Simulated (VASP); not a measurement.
# MoS2: single point with LDA

The system is MoS2, a sheet with vacuum.

```
S Mo
1.0
     3.16000    0.00000    0.00000
    -1.58000    2.73664    0.00000
     0.00000    0.00000   18.12000
S Mo
2 1
Cartesian
  0.0000 1.8244 7.5000
  0.0000 1.8244 10.6200
  1.5800 0.9122 9.0600
```

The cell was built by a generator and needn't be a form met in nature.

```json
{
  "Program": "VASP 6.6.1",
  "Task": "single point",
  "Functional": "LDA",
  "Potentials or basis": "VASP PAW LDA potentials, release 64 (S, Mo_sv)",
  "Cutoff": "520 eV",
  "k mesh": "12 × 12 × 1",
  "Occupations": "gaussian, width 0.01 eV",
  "Spin": "no spin polarisation"
}
```

```yaml
Largest_force: 0.390 eV/Å
Band_gap_on_the_k_mesh: 1.75 eV, direct
```

Forces on the atoms (eV/Å):
```
S    0.000  0.000  0.390
S    0.000  0.000 -0.390
Mo   0.000  0.000  0.000
```

Levels at points of the mesh, in eV from the valence-band top:
| k point | band 11 | band 12 | band 13 | band 14 | band 15 | band 16 |
| --- | --- | --- | --- | --- | --- | --- |
| (0.00, 0.00, 0.00) | -1.46 | -1.46 | -0.03 | 2.85 | 2.85 | 3.12 |
| (0.50, 0.00, 0.00) | -1.86 | -0.88 | -0.61 | 2.34 | 2.85 | 3.90 |

Run time: 66 s on 1 thread of Intel(R) Xeon(R) Platinum 8259CL CPU @ 2.50GHz (Skylake/Cascade Lake), with other jobs on the host, peak memory 0.24 GiB.

Expect the measured gap to be larger: semilocal functionals such as LDA lack the derivative discontinuity.
